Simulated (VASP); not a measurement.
Data:

```
BaF2
1.0
    0.00000     3.13967     3.13967
    3.13967     0.00000     3.13967
    3.13967     3.13967     0.00000
Ba F
1 2
Cartesian
  0.00000   0.00000   0.00000
  1.56983   1.56983   1.56983
  4.70950   4.70950   4.70950
```

Calculation: AM05 GGA, VASP's PBE PAW potentials (set 64) (plane waves; VASP 6.6.1). Settings: 520 eV cut-off, 6×6×6 Γ-centred mesh, Gaussian smearing of 0.050 eV, potentials Ba_sv F.

Q: Give the stress tensor in GPa (positive for a compressed cell).

A: 
```
-1.56   0.00   0.00
 0.00  -1.56   0.00
 0.00   0.00  -1.56
```
The pressure is its mean diagonal, -1.56 GPa.

The compound is BaF2 in the fluorite structure. This cell is one point of a volume scan, at 1.03 of the reference volume.
